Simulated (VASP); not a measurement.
# Fermi-Dirac smearing in Si2Ni

How do entropy and free energy of the electrons in Si2Ni grow with the Fermi-Dirac width, and how far does the Sommerfeld expansion hold?

Calculated with VASP 6.6.1; PBEsol, no spin polarisation; plane waves and PAW (Si, Ni), in the first sound run; inputs show where later runs differ.

The database entry behind the starting cell differs from later determinations by our own check (0.1 to 0.3 % short, probably kX units), so it need not match the best structure at ambient conditions.

### Step 1. The starting structure

The structure is cubic, space group Fm-3m (No. 225). Conventional cell: a = 5.395 Å, b = 5.395 Å, c = 5.395 Å, α = 90.00°, β = 90.00°, γ = 90.00°. Nearest to Si lie 4 Ni at 2.34 Å. Nearest to Ni lie 8 Si at 2.34 Å. Farther neighbours are not listed.

Structure file:

```xyz
3
Lattice="0.0000 2.6975 2.6975 2.6975 0.0000 2.6975 2.6975 2.6975 0.0000" Properties=species:S:1:pos:R:3 pbc="T T T"
Si    1.3487    1.3487    1.3487
Si    4.0462    4.0462    4.0462
Ni    0.0000    0.0000    0.0000
```

### Step 2. Relax the crystal, PBEsol

The cell is relaxed and then held.

Level: PBEsol, no spin polarisation; plane waves and PAW (Si, Ni).

INCAR

```
SYSTEM = Si2Ni
PREC = Accurate
ENCUT = 450
EDIFF = 1E-07
NELM = 120
ISMEAR = 1
SIGMA = 0.15
LREAL = .FALSE.
ALGO = Normal
GGA = PS
NBANDS = 15
LASPH = .TRUE.
LORBIT = 11
LWAVE = .FALSE.
LCHARG = .FALSE.
KPAR = 8
IBRION = 2
NSW = 40
ISIF = 3
EDIFFG = -0.005
POTIM = 0.4
```

POSCAR

```
Si2Ni
1.0
    0.0000000000      2.6975000000      2.6975000000
    2.6975000000      0.0000000000      2.6975000000
    2.6975000000      2.6975000000      0.0000000000
Si Ni
2 1
Direct
    0.2500000000      0.2500000000      0.2500000000
    0.7500000000      0.7500000000      0.7500000000
    0.0000000000      0.0000000000      0.0000000000
```

KPOINTS

```
Automatic mesh
0
Gamma
14 14 14
0 0 0
```

PAW data sets: Si and Ni (PBE family, release 64).

On the command line:

```sh
$ mpirun -np 8 vasp_std
```

Log:

```text
[banner, memory and clock lines left out]
running    8 mpi-ranks, on    1 nodes
[...]
|                                                                             |
|           W    W    AA    RRRRR   N    N  II  N    N   GGGG   !!!           |
|           W    W   A  A   R    R  NN   N  II  NN   N  G    G  !!!           |
|           W    W  A    A  R    R  N N  N  II  N N  N  G       !!!           |
|           W WW W  AAAAAA  RRRRR   N  N N  II  N  N N  G  GGG   !            |
|           WW  WW  A    A  R   R   N   NN  II  N   NN  G    G                |
|           W    W  A    A  R    R  N    N  II  N    N   GGGG   !!!           |
|                                                                             |
|     For optimal performance we recommend to set                             |
|       NCORE = 2 up to number-of-cores-per-socket                            |
|     NCORE specifies how many cores store one orbital (NPAR=cpu/NCORE).      |
|     This setting can greatly improve the performance of VASP for DFT.       |
[...]
DAV:   5    -0.189817953678E+02    0.38864E-05   -0.93305E-06  4254   0.675E-02    0.505E-03
DAV:   6    -0.189817954125E+02   -0.44704E-07   -0.13124E-06  4509   0.107E-02    0.145E-03
DAV:   7    -0.189817954052E+02    0.72750E-08   -0.27679E-08  1889   0.209E-03
   2 F= -.18981795E+02 E0= -.18981786E+02  d E =-.248519E-04
 trial-energy change:   -0.000025  1 .order   -0.000021   -0.000104    0.000061
 step:   0.6584(harm=  0.6295)  dis= 0.00000  next Energy=   -18.981806 (dE=-0.351E-04)
[...]
N       E                     dE             d eps       ncg     rms          rms(c)
DAV:   1    -0.189819436163E+02   -0.14820E-03   -0.10611E-03  3435   0.668E-01    0.113E-01
DAV:   2    -0.189822445785E+02   -0.30096E-03   -0.24736E-03  3802   0.128E+00    0.182E-01
DAV:   3    -0.189818081650E+02    0.43641E-03   -0.11516E-03  3704   0.883E-01    0.182E-02
DAV:   4    -0.189818044180E+02    0.37470E-05   -0.21722E-05  3218   0.415E-02    0.468E-03
DAV:   5    -0.189818042890E+02    0.12892E-06   -0.91583E-07  4413   0.176E-02    0.164E-03
DAV:   6    -0.189818042916E+02   -0.25686E-08   -0.79489E-08  1812   0.298E-03
   3 F= -.18981804E+02 E0= -.18981796E+02  d E =-.337382E-04
[...]
reached required accuracy - stopping structural energy minimisation
```

Wall time 18 s (8 MPI ranks of Intel Xeon Platinum 8375C at 2.90GHz (Ice Lake), shared host); peak memory 1.6 GiB; 2.3 min of CPU time.

The logs omit lines about the potential files and the build; timing stands in the text.

Parts of OUTCAR (step 2):

```text
  Total        0.0016205      0.0016205      0.0016205     -0.0000000      0.0000000     -0.0000000
  in kB        0.0662227      0.0662227      0.0662227     -0.0000000      0.0000000     -0.0000000
  external PRESSURE =       0.0662227 kB  Pullay stress =       0.0000000 kB

 POSITION                                       TOTAL-FORCE (eV/Angst)
 -----------------------------------------------------------------------------------
      1.34816      1.34816      1.34816         0.000000      0.000000      0.000000
      4.04447      4.04447      4.04447        -0.000000     -0.000000     -0.000000
     -0.00000      0.00000      0.00000         0.000000      0.000000      0.000000
 -----------------------------------------------------------------------------------
    total drift:                               -0.000000     -0.000000      0.000000

  FREE ENERGIE OF THE ION-ELECTRON SYSTEM (eV)
  ---------------------------------------------------
  free  energy   TOTEN  =       -18.9818042916 eV

  energy  without entropy=      -18.9817795063  energy(sigma->0) =      -18.98179603

 reached required accuracy - stopping structural energy minimisation

[... 3 further parts left out ...]
[key lines of the parts left out:]
E-fermi :  10.5250
```

Read from the output:

| Item | Value |
| --- | --- |
| energy(sigma→0) of the program | -18.9818 eV |
| stress, compression positive | xx, yy, zz 0.01, 0.01, 0.01 GPa |
| volume | 39.205 Å³ |
| ionic steps | 3 |

### Step 3. Tetrahedra, PBEsol

Tetrahedra give the density of states at the Fermi level without smearing.

Level: PBEsol, no spin polarisation; plane waves and PAW (Si, Ni).

INCAR

```
SYSTEM = Si2Ni
PREC = Accurate
ENCUT = 450
EDIFF = 1E-08
NELM = 100
ISMEAR = -5
SIGMA = 0.15
LREAL = .FALSE.
ALGO = Normal
GGA = PS
NBANDS = 33
LASPH = .TRUE.
LORBIT = 11
LWAVE = .FALSE.
LCHARG = .FALSE.
KPAR = 2
ISIF = 2
NEDOS = 3001
```

POSCAR

```
Si2Ni
1.0
    0.0000000000      2.6963158425      2.6963158425
    2.6963158425      0.0000000000      2.6963158425
    2.6963158425      2.6963158425      0.0000000000
Si Ni
2 1
Direct
    0.2500000000      0.2500000000      0.2500000000
    0.7500000000      0.7500000000      0.7500000000
    0.0000000000      0.0000000000      0.0000000000
```

KPOINTS

```
Automatic mesh
0
Gamma
20 20 20
0 0 0
```

On the command line:

```sh
$ mpirun -np 2 vasp_std
```

Log:

```text
[banner, memory and clock lines left out]
running    2 mpi-ranks, on    1 nodes
[...]
[... a notice as in an earlier step ...]

 LDA part: xc-table for (Slater+PW92), standard interpolation
 POSCAR, INCAR and KPOINTS ok, starting setup
[...]
entering main loop
       N       E                     dE             d eps       ncg     rms          rms(c)
DAV:   1     0.738905241723E+02    0.73891E+02   -0.57287E+03 17376   0.499E+02
DAV:   2    -0.144520665897E+02   -0.88343E+02   -0.76468E+02 18115   0.135E+02
DAV:   3    -0.211676760191E+02   -0.67156E+01   -0.64644E+01 20779   0.357E+01
DAV:   4    -0.212633424751E+02   -0.95666E-01   -0.95494E-01 19665   0.405E+00
[...]
DAV:  16    -0.189815560816E+02   -0.32848E-07   -0.25942E-09 11390   0.200E-04    0.110E-04
DAV:  17    -0.189815560661E+02    0.15551E-07   -0.15236E-10 10289   0.879E-05    0.633E-05
DAV:  18    -0.189815560647E+02    0.13392E-08   -0.43690E-11  9742   0.321E-05
   1 F= -.18981556E+02 E0= -.18981556E+02  d E =0.000000E+00
|                                                                             |
|           W    W    AA    RRRRR   N    N  II  N    N   GGGG   !!!           |
|           W    W   A  A   R    R  NN   N  II  NN   N  G    G  !!!           |
|           W    W  A    A  R    R  N N  N  II  N N  N  G       !!!           |
|           W WW W  AAAAAA  RRRRR   N  N N  II  N  N N  G  GGG   !            |
|           WW  WW  A    A  R   R   N   NN  II  N   NN  G    G                |
|           W    W  A    A  R    R  N    N  II  N    N   GGGG   !!!           |
|                                                                             |
|     Tetrahedron method does not include variations of the Fermi             |
|     occupations, so forces and stress will be inaccurate. We suggest        |
|     using a different smearing scheme ISMEAR = 1 or 2 for metals in         |
|     relaxations.                                                            |
|                                                                             |
```

It took 2.6 min on 2 MPI ranks; peak memory 0.62 GiB.

From OUTCAR (step 3):

```text
  Total       -0.0535349     -0.0535349     -0.0535349      0.0000000      0.0000000      0.0000000
  in kB       -2.1877880     -2.1877880     -2.1877880      0.0000000      0.0000000      0.0000000
  external PRESSURE =      -2.1877880 kB  Pullay stress =       0.0000000 kB

 POSITION                                       TOTAL-FORCE (eV/Angst)
 -----------------------------------------------------------------------------------
      1.34816      1.34816      1.34816         0.000000      0.000000      0.000000
      4.04447      4.04447      4.04447         0.000000     -0.000000     -0.000000
      0.00000      0.00000      0.00000        -0.000000      0.000000      0.000000
 -----------------------------------------------------------------------------------
    total drift:                               -0.000000     -0.000000      0.000000

  FREE ENERGIE OF THE ION-ELECTRON SYSTEM (eV)
  ---------------------------------------------------
  free  energy   TOTEN  =       -18.9815560647 eV

  energy  without entropy=      -18.9815560647  energy(sigma->0) =      -18.98155606

[... 3 further parts left out ...]
[key lines of the parts left out:]
E-fermi :  10.4849
```

Numbers from this step:

- energy(sigma→0) of the program: -18.9816 eV

The run ends at a pressure of -0.22 GPa.

### Step 4. Electron temperature, PBEsol

One member in full: SIGMA = 0.025 eV.

Level: PBEsol, no spin polarisation; plane waves and PAW (Si, Ni).

INCAR: that of step 3 with these lines changed.

```diff
@@ -5,4 +5,4 @@
 NELM = 100
-ISMEAR = -5
-SIGMA = 0.15
+ISMEAR = -1
+SIGMA = 0.025
 LREAL = .FALSE.
@@ -17,2 +17 @@
 ISIF = 2
-NEDOS = 3001
```

POSCAR is that of step 3.

KPOINTS is that of step 3.

On the command line:

```sh
$ mpirun -np 2 vasp_std
```

Log:

```text
[... set-up lines as in an earlier step ...]
 entering main loop
       N       E                     dE             d eps       ncg     rms          rms(c)
DAV:   1     0.738763764034E+02    0.73876E+02   -0.57287E+03 17376   0.499E+02
DAV:   2    -0.144529685989E+02   -0.88329E+02   -0.76085E+02 18115   0.135E+02
DAV:   3    -0.211681717702E+02   -0.67152E+01   -0.64618E+01 20779   0.357E+01
DAV:   4    -0.212638573985E+02   -0.95686E-01   -0.95518E-01 19665   0.405E+00
[...]
DAV:  15    -0.189818962188E+02   -0.43627E-07   -0.11571E-08 19965   0.128E-03    0.357E-04
DAV:  16    -0.189818962328E+02   -0.14038E-07   -0.14642E-09 11629   0.375E-04    0.127E-04
DAV:  17    -0.189818962295E+02    0.33724E-08   -0.41851E-10 10211   0.113E-04
   1 F= -.18981896E+02 E0= -.18980834E+02  d E =-.212488E-02
```

Elapsed: 2.5 min, on 2 MPI ranks; peak memory 0.61 GiB; 4.9 min of CPU time.

Parts of OUTCAR (step 4):

```text
  LATTYP: Found a face centered cubic cell.
 ALAT       =     5.3926316850

 Subroutine GETGRP returns: Found 48 space group operations
 (whereof 48 operations were pure point group operations)

The static configuration has the point symmetry O_h .

 Found    256 irreducible k-points:

   dimension x,y,z NGX =    28 NGY =   28 NGZ =   28
   dimension x,y,z NGXF=    56 NGYF=   56 NGZF=   56

   ENCUT  =  450.0 eV  33.07 Ry    5.75 a.u.   6.60  6.60  6.60*2*pi/ulx,y,z

   NELECT =      18.0000    total number of electrons

 E-fermi :  10.4856

 k-point     1 :       0.0000    0.0000    0.0000
  band No.  band energies     occupation
    ...
      3       5.2070      2.00000
      4       5.2070      2.00000
      5       6.9098      2.00000
      6       6.9098      2.00000
      7      10.2614      1.99974
      8      12.1947      0.00000
      9      12.1947      0.00000
     10      12.1947      0.00000
     11      12.7137      0.00000
     12      12.7137      0.00000
    ...

 k-point     2 :       0.0500    0.0000    0.0000
  band No.  band energies     occupation
    ...
      3       5.2190      2.00000
      4       5.2190      2.00000
      5       6.9024      2.00000
      6       6.9024      2.00000
      7      10.2233      1.99994
      8      11.5823      0.00000
      9      11.9323      0.00000
     10      11.9323      0.00000
     11      12.9884      0.00000
     12      12.9884      0.00000
    ...

  Total       -0.0338763     -0.0338763     -0.0338763      0.0000000     -0.0000000     -0.0000000
  in kB       -1.3844066     -1.3844066     -1.3844066      0.0000000     -0.0000000     -0.0000000
  external PRESSURE =      -1.3844066 kB  Pullay stress =       0.0000000 kB

 POSITION                                       TOTAL-FORCE (eV/Angst)
 -----------------------------------------------------------------------------------
      1.34816      1.34816      1.34816         0.000000      0.000000      0.000000
      4.04447      4.04447      4.04447        -0.000000     -0.000000     -0.000000
      0.00000      0.00000      0.00000         0.000000      0.000000      0.000000
 -----------------------------------------------------------------------------------
    total drift:                               -0.000000     -0.000000      0.000000

  FREE ENERGIE OF THE ION-ELECTRON SYSTEM (eV)
  ---------------------------------------------------
  free  energy   TOTEN  =       -18.9818962295 eV

  energy  without entropy=      -18.9797713462  energy(sigma->0) =      -18.98083379

 total charge
# of ion       s       p       d       tot
------------------------------------------
    1        0.739   0.848   0.000   1.587
    2        0.739   0.848   0.000   1.587
    3        0.569   0.818   8.461   9.847
--------------------------------------------------
tot          2.047   2.513   8.461  13.021

[... 2 parts as in an earlier step ...]

[... 7 further parts left out ...]
```

Numbers from this step:

| Quantity | Value |
| --- | --- |
| energy(sigma→0) of the program | -18.9808 eV |
| stress, compression positive | xx, yy, zz -0.14, -0.14, -0.14 GPa |

The run ends at a pressure of -0.14 GPa.

### Step 5. All members

Notes on database entries: that of Fm-3m Si2Ni differs from later determinations by our own check (0.1 to 0.3 % short, probably kX units).

The other members went through these steps as far as the tables show, on the same mesh; 6 runs are not shown. The session took 0.71 core hours (wall time by ranks) on a shared machine.

```tsv
width kT (eV)	temperature (K)	free energy less that of the narrowest width (meV/atom)	TS (meV/atom)	pressure (GPa)	shift of the Fermi level (eV)
0.025	290	0.000	0.708	-0.138	0.000
0.050	580	?	?	-0.136	-0.009
0.075	870	-2.541	5.554	-0.117	-0.014
0.100	1160	-4.686	9.750	-0.094	-0.019
0.150	1741	-10.720	21.562	-0.036	-0.034
0.200	2321	-19.062	38.010	0.063	-0.054
0.300	3481	-42.908	86.681	0.430	-0.099
```

### Step 6. The Sommerfeld expansion

At low temperature TS = (π²/3) g (kT)², so TS, twice the difference of energy(sigma→0) and the free energy, over (π²/3)(kT)² is an effective density of states: 0.344, 0.300, 0.296, 0.291, 0.289, 0.293 states/eV/atom in the rows shown.

A least-squares parabola through the 6 rows shown, with σ the width in eV: g = 1.634 σ² − 0.6809 σ + 0.3528 (states/eV/atom), r.m.s. residual 0.0067 states/eV/atom.

At σ = 0.05 this predicts 0.323 states/eV/atom.

### Step 7. Prediction against calculation

The calculation gives 0.308 states/eV/atom, so the prediction is 0.015 states/eV/atom too high, more than twice the residual of the fit.

The parabola in σ is an empirical guide, not the expansion itself. Tetrahedra give g = 0.289 states/eV/atom at the Fermi level, the limit that the series should reach at zero width.

### Step 8. What came out

| Item | Value |
| --- | --- |
| density of states at the Fermi level, tetrahedra | 0.29 states/eV/atom |
| Sommerfeld coefficient from it | 0.68 mJ per mole of atoms and K² |
| pressure at the widest setting | 0.43 GPa |
| error of the predicted g | 0.015 states/eV/atom |

**Reading.** Against the tetrahedron value, the effective density of states stands at +19 % at 0.025 eV, +7 % at 0.05 eV, +3 % at 0.1 eV, +1 % at 0.3 eV. The leading term holds within a tenth at the widest setting. The narrowest row breaks the trend of the next ones, as mesh noise would; no test of the mesh was run. The bare coefficient lacks the electron-phonon enhancement of measured heat capacities.

[Lines on the potential files, build, host, timing and source positions are cut from VASP's logs without a mark.]

[Logs are printed without paths, hosts, clocks, repeated set-up lines and the standing remarks that a program may print on its own settings, such as how far it seeks lower states.]

[Hosts, paths, dates, database ids (printed as entryN), source tags and the programs' standing remarks are cut or masked in the printed files.]
